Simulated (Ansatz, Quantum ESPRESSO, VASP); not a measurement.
# Ag (P6_3/mmc, 4 atoms in the cell) computed with different codes at matched settings

Self-consistent single point, at a second geometry (lattice scaled by 0.98). First geometry:

```yaml
crystal:
  lattice:
    - [2.98216, 0.00000, 0.00000]
    - [-1.49108, 2.58263, 0.00000]
    - [0.00000, 0.00000, 9.69463]
  atoms:
    - { symbol: Ag, position: [0.00000, 0.00000, 0.00000] }
    - { symbol: Ag, position: [0.00000, 0.00000, 0.50000] }
    - { symbol: Ag, position: [0.33333, 0.66667, 0.25000] }
    - { symbol: Ag, position: [0.66667, 0.33333, 0.75000] }
```

Shared settings, as Ansatz (an electronic-structure program) writes them: kpoints.mp_grid.grid = 13 13 4; scf.occupations.method = fermi_dirac; scf.occupations.width = 0.1 eV. Potentials and cutoffs stand in the table.

```tsv
code	model	ΔF from the first geometry (meV/atom)	pressure (GPa)	cutoff
Ansatz	LDA (PW92), default PAW files made with PBE	-81.6	-9.85	420 eV
VASP	LDA (PZ), VASP's LDA PAW potentials (set 64)	-80.1	-9.85	300 eV
Quantum ESPRESSO	LDA (PZ), PSlibrary ultrasoft (LDA) pseudopotentials	-79.0	-11.36	50 Ry
```

For Quantum ESPRESSO (by 1.9 GPa) the energy change implies a higher mean pressure, against the two pressures, than for the other programs: a sign of finite-basis (Pulay) stress.

The spread over the programs that give each value: ΔF from the first geometry within 2.6 meV/atom; pressure within 1.51 GPa.

Ansatz's pressure is given at a fixed set of plane waves, as the other plane-wave codes print theirs. The same LDA comes in different parametrisations, which differ slightly. In the pressure, Quantum ESPRESSO (by 1.51) lies more than 1 GPa from the median of the plane-wave programs.

VASP's run is marked for a possible Pulay error in its stress at this cutoff; no cutoff test was made.

The starting cell comes from a database of computed structures (which also holds hypothetical and non-ambient phases and stackings), without a prior relaxation at this level. Its lattice was rescaled by a random factor within 2.5 % of one. For this run, on top of that: lattice scaled by 0.98.

Left out of this page: GPAW and SIESTA (not drawn, or without a comparable value); FLEUR (with a known weakness of the program).

Keys are those of Ansatz 0.2.
